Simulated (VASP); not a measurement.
OSZICAR of a VASP run on CuAu (L1_0):

OSZICAR:
```
       N       E                     dE             d eps       ncg     rms          rms(c)
DAV:   1     0.134867718468E+03    0.13487E+03   -0.11345E+04  5204   0.202E+03
DAV:   2    -0.159012483006E+01   -0.13646E+03   -0.12948E+03  5201   0.331E+02
DAV:   3    -0.669336576452E+01   -0.51032E+01   -0.50096E+01  6379   0.743E+01
DAV:   4    -0.674881891753E+01   -0.55453E-01   -0.55413E-01  5808   0.672E+00
DAV:   5    -0.675050867109E+01   -0.16898E-02   -0.16897E-02  7488   0.128E+00    0.906E+00
DAV:   6    -0.648528414288E+01    0.26522E+00   -0.89605E+00  5206   0.836E+01    0.535E+00
DAV:   7    -0.599260197001E+01    0.49268E+00   -0.28666E+00  6294   0.881E+01    0.431E+00
DAV:   8    -0.598032429688E+01    0.12278E-01   -0.17295E-01  7187   0.750E+00    0.241E+00
DAV:   9    -0.597536589366E+01    0.49584E-02   -0.37473E-02  7597   0.567E+00    0.263E-01
DAV:  10    -0.597432917336E+01    0.10367E-02   -0.98761E-03  7669   0.294E+00    0.112E-01
DAV:  11    -0.597429241341E+01    0.36760E-04   -0.10631E-03  6277   0.107E+00    0.443E-02
DAV:  12    -0.597426851917E+01    0.23894E-04   -0.12368E-04  6485   0.347E-01    0.978E-03
DAV:  13    -0.597426790138E+01    0.61779E-06   -0.61292E-06  7915   0.461E-02    0.316E-03
DAV:  14    -0.597426789975E+01    0.16303E-08   -0.32971E-07  4462   0.127E-02
   1 F= -.59742679E+01 E0= -.59743076E+01  d E =-.597427E+01
       N       E                     dE             d eps       ncg     rms          rms(c)
DAV:   1    -0.597438502475E+01   -0.11712E-03   -0.46808E-03  5488   0.652E-01    0.620E-02
DAV:   2    -0.597432786386E+01    0.57161E-04   -0.77504E-05  7363   0.226E-01    0.374E-02
DAV:   3    -0.597430807717E+01    0.19787E-04   -0.93415E-05  6237   0.314E-01    0.272E-02
DAV:   4    -0.597429700363E+01    0.11074E-04   -0.47896E-05  6325   0.226E-01    0.458E-03
DAV:   5    -0.597429714063E+01   -0.13701E-06   -0.16143E-06  5398   0.127E-02    0.327E-03
DAV:   6    -0.597429715440E+01   -0.13764E-07   -0.15472E-07  4270   0.101E-02
   2 F= -.59742972E+01 E0= -.59743261E+01  d E =-.292546E-04
       N       E                     dE             d eps       ncg     rms          rms(c)
DAV:   1    -0.597513637121E+01   -0.83923E-03   -0.42081E-02  5467   0.196E+00    0.186E-01
DAV:   2    -0.597461931686E+01    0.51705E-03   -0.70160E-04  7271   0.679E-01    0.112E-01
DAV:   3    -0.597444409124E+01    0.17523E-03   -0.84367E-04  6244   0.946E-01    0.822E-02
DAV:   4    -0.597434204937E+01    0.10204E-03   -0.43373E-04  6270   0.679E-01    0.138E-02
DAV:   5    -0.597434322786E+01   -0.11785E-05   -0.14604E-05  5288   0.387E-02    0.977E-03
DAV:   6    -0.597434332636E+01   -0.98498E-07   -0.15811E-06  7076   0.309E-02    0.240E-03
DAV:   7    -0.597434326070E+01    0.65660E-07   -0.33950E-07  4231   0.192E-02
   3 F= -.59743433E+01 E0= -.59743415E+01  d E =-.753609E-04
```

Which electronic solver shows in the log?

It is blocked Davidson (ALGO = Normal, or the opening steps of other solvers). The INCAR had ALGO = Normal.

Can the final energy be trusted as converged?

The run converged. It stopped with EDIFF = 1E-7, NELM = 100, NSW = 30 and EDIFFG = -0.01 after 3 ionic steps (RPBE GGA, plane waves, VASP's PBE PAW potentials (set 64)).

The compound is CuAu in the L1_0 structure. This cell is one point of a volume scan, at 1.06 of the reference volume. Symmetry was kept, so distortions that lower it aren't found.
